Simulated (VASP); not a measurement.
```
TiTe2
1.0
    3.84387     0.00000     0.00000
   -1.92194     3.32889     0.00000
    0.00000     0.00000    17.17063
Ti Te
1 2
Direct
  0.00000   0.00000   0.50000
  0.33333   0.66667   0.59233
  0.66667   0.33333   0.40767
```

Calculation: PBE GGA, VASP's PBE PAW potentials (set 64) (plane waves; VASP 6.6.1). Numerical set-up: 300 eV cut-off, 5×5×1 Γ-centred mesh, Gaussian smearing of 0.20 eV, potentials Ti_sv Te.

At this cut-off the stress carries a Pulay error, which pulls relaxed volumes low. The cell holds a wide vacuum, so values per volume refer to the whole cell.

Q: Give the force on each atom (eV/Å).

A: 
```tsv
atom	Fx	Fy	Fz
Ti1	0.000	0.000	0.000
Te2	0.000	0.000	1.056
Te3	0.000	0.000	-1.056
```

Q: Give the stress tensor in GPa (positive for a compressed cell).

A: 
```
0.61  0.00  0.00
0.00  0.61  0.00
0.00  0.00  2.38
```
The pressure is its mean diagonal, 1.20 GPa.

The cell is a sheet with vacuum, built from a generated structure.
